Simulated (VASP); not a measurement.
Runs of VASP 6.6.1 on C. Symmetry: P6_3/mmc, No. 194, hexagonal system. The conventional cell has a = 2.461 Å, b = 2.461 Å, c = 6.976 Å, α = 90.00°, β = 90.00°, γ = 120.00°. C (site symmetry -6m2) has 3 C at 1.42 Å as nearest neighbours. C (site symmetry -6m2) has 3 C at 1.42 Å as nearest neighbours. The cell was built by a generator and needn't be a form met in nature.

```tsv
level	gap on the mesh (eV)	pressure (GPa)
optB86b-vdW	0.66	1.6
SCAN+rVV10	0.71	(b)
vdW-DF	0.68	(a)
PBE+D4	0.68	-0.2
PBE	0.68	2.8
vdW-DF2	0.65	5.0
rev-vdW-DF2	0.66	(c)
optB88-vdW	0.66	1.3
PBE+MBD	0.68	0.4
PBEsol	0.67	0.1
r2SCAN	0.72	-1.5
PBE+TS	0.68	-0.7
```

Alike in all rows: task single point; potentials or basis VASP PAW PBE potentials, release 64 (C); no spin polarisation; cell as given; k mesh 16 × 16 × 4; cutoff (eV) 520; smearing fermi-dirac 0.05 eV.

Problem. Estimate the missing entries.

Solution. (a) 5.8; (b) -3.0; (c) 1.1.

Caveats: the PAW data sets were made with another functional, which shifts forces and pressure a little (some runs); this functional lacks dispersion, which binds the layers, so the pressure and a relaxed spacing across them are unreliable (some runs).

A k mesh can miss the band edges.

Not every run made on this cell is shown here.
